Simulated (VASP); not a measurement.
VASP ran on this input.

**INCAR**
```
SYSTEM = GaN
PREC = Accurate
ENCUT = 620
EDIFF = 1E-6
NELM = 100
ALGO = Normal
LREAL = .FALSE.
LASPH = .TRUE.
ISMEAR = 0
SIGMA = 0.05
GGA = PE
LMAXMIX = 4
LWAVE = .FALSE.
LCHARG = .FALSE.
IBRION = 2
ISIF = 3
NSW = 40
EDIFFG = -0.02
```

### POSCAR
```
GaN
1.0
  0.0000000000   2.2750713720   2.2750713720
  2.2750713720   0.0000000000   2.2750713720
  2.2750713720   2.2750713720   0.0000000000
Ga N
1 1
direct
  0.0000000000   0.0000000000   0.0000000000
  0.2500000000   0.2500000000   0.2500000000
```

**KPOINTS**
```
Regular mesh
0
Gamma
  10 10 10
```

POTCAR, in this order: Ga_d N (PBE.64 set). Program: vasp_std.

Problem. Translate this PBE calculation to Quantum ESPRESSO's pw.x.

Solution. One equivalent input (not run):
```
&CONTROL
  calculation = 'vc-relax'
  pseudo_dir = './pseudo'
  outdir = './out'
  tprnfor = .true.
  tstress = .true.
  nstep = 40
  forc_conv_thr = 0.00078
/
&SYSTEM
  ibrav = 0
  nat = 2
  ntyp = 2
  ecutwfc = 84
  occupations = 'smearing'
  smearing = 'gaussian'
  degauss = 0.003675
  input_dft = 'pbe'
/
&ELECTRONS
  conv_thr = 7.3e-08
  electron_maxstep = 100
/
&IONS
/
&CELL
/
ATOMIC_SPECIES
  Ga 69.723 Ga.upf
  N 14.007 N.upf
CELL_PARAMETERS angstrom
     0.0000000    2.2750714    2.2750714
     2.2750714    0.0000000    2.2750714
     2.2750714    2.2750714    0.0000000
ATOMIC_POSITIONS crystal
  Ga   0.0000000  0.0000000  0.0000000
  N    0.2500000  0.2500000  0.2500000
K_POINTS automatic
  10 10 10 0 0 0
```
The two are equivalent in intent, not identical: the potentials are each code's own (VASP's PAW set, PseudoDojo norm-conserving files in pw.x), so ENCUT and ecutwfc are chosen apart and not converted; conv_thr bounds pw.x's estimated SCF error, while EDIFF bounds the energy change between steps; forc_conv_thr acts on force components and is met together with etot_conv_thr.

The compound is GaN in the zinc blende structure, a metastable form; wurtzite is the usual one. This run relaxes it. Symmetry was kept, so distortions that lower it aren't found.
